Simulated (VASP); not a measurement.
A cell of NaCl (rock salt) near equilibrium:

```xyz
2
Lattice="0.0000 2.7909 2.7909 2.7909 0.0000 2.7909 2.7909 2.7909 0.0000" Properties=species:S:1:pos:R:3 pbc="T T T"
Na     0.0000     0.0000     0.0000
Cl     2.7909     2.7909     2.7909
```

Calculation: r2SCAN meta-GGA, VASP's PBE PAW potentials (set 64) (plane waves; VASP).

```tsv
run	ΔE (meV/atom)	σxx	σyy	σzz	largest shear component, with its sign (GPa)	gap (eV)
as it is	0.0	0.12	0.12	0.12	0.00	6.05
after one change	0.3	0.19	0.46	0.19	0.00	6.07
```
Stress is in GPa, positive when the cell is compressed; gaps are those on the k-mesh, and 0.00 means metallic.

Problem. What was changed between the two runs?
A) biaxial strain of -1.5 % in the xz plane
B) uniaxial strain of -0.5 % along y
C) uniaxial strain of +3.0 % along x

Solution. B, uniaxial strain of -0.5 % along y

The compound is NaCl in the rock salt structure.
